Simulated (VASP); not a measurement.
The input files of a VASP run:

**INCAR**
```
SYSTEM = CdSe
PREC = Accurate
ENCUT = 400
EDIFF = 1E-6
NELM = 100
ALGO = Normal
LREAL = .FALSE.
LASPH = .TRUE.
ISMEAR = 0
SIGMA = 0.05
GGA = PE
LMAXMIX = 4
LWAVE = .FALSE.
LCHARG = .FALSE.
ISIF = 2
```

**POSCAR**
```
CdSe
1
    0.0000000000     3.0250000000     3.0250000000
    3.0250000000     0.0000000000     3.0250000000
    3.0250000000     3.0250000000     0.0000000000
Cd Se
1 1
Direct
  0.0000000000   0.0000000000   0.0000000000
  0.2500000000   0.2500000000   0.2500000000
```

File KPOINTS:
```
Automatic mesh
0
Gamma
6 6 6
0 0 0
```

POTCAR, in this order: Cd Se (PBE.64 set). Program: vasp_gam.

**Question.** Does this input run properly? What does VASP do?

**Answer.** There is a fault: the Γ-only program was given a k-mesh. VASP stops with an error: You are using the Gamma-point-only version with more than one k-point or some other non-Gamma k-point. ----> I REFUSE TO CONTINUE WITH THIS SICK JOB ... BYE!!! <----…

standard output:
```
 POSCAR found type information on POSCAR CdSe
 POSCAR found :  2 types and       2 ions
 Reading from existing POTCAR
 Reading from existing POTCAR
 LDA part: xc-table for (Slater+PW92), standard interpolation

 -----------------------------------------------------------------------------
|                                                                             |
|     EEEEEEE  RRRRRR   RRRRRR   OOOOOOO  RRRRRR      ###     ###     ###     |
|     E        R     R  R     R  O     O  R     R     ###     ###     ###     |
|     E        R     R  R     R  O     O  R     R     ###     ###     ###     |
|     EEEEE    RRRRRR   RRRRRR   O     O  RRRRRR       #       #       #      |
|     E        R   R    R   R    O     O  R   R                               |
|     E        R    R   R    R   O     O  R    R      ###     ###     ###     |
|     EEEEEEE  R     R  R     R  OOOOOOO  R     R     ###     ###     ###     |
|                                                                             |
|     You are using the Gamma-point-only version with more than one           |
|     k-point or some other non-Gamma k-point.                                |
|                                                                             |
|       ---->  I REFUSE TO CONTINUE WITH THIS SICK JOB ... BYE!!! <----       |
|                                                                             |
 -----------------------------------------------------------------------------
```

To mend it, run vasp_std.

The mended run (PBE GGA, plane waves, VASP's PBE PAW potentials (set 64)) converges, and its OSZICAR ends with
```
   1 F= -.54396446E+01 E0= -.54396446E+01  d E =-.415921E-14
```

The compound is CdSe in the zinc blende structure, whereas wurtzite is the usual form. The cell was not relaxed at this level.
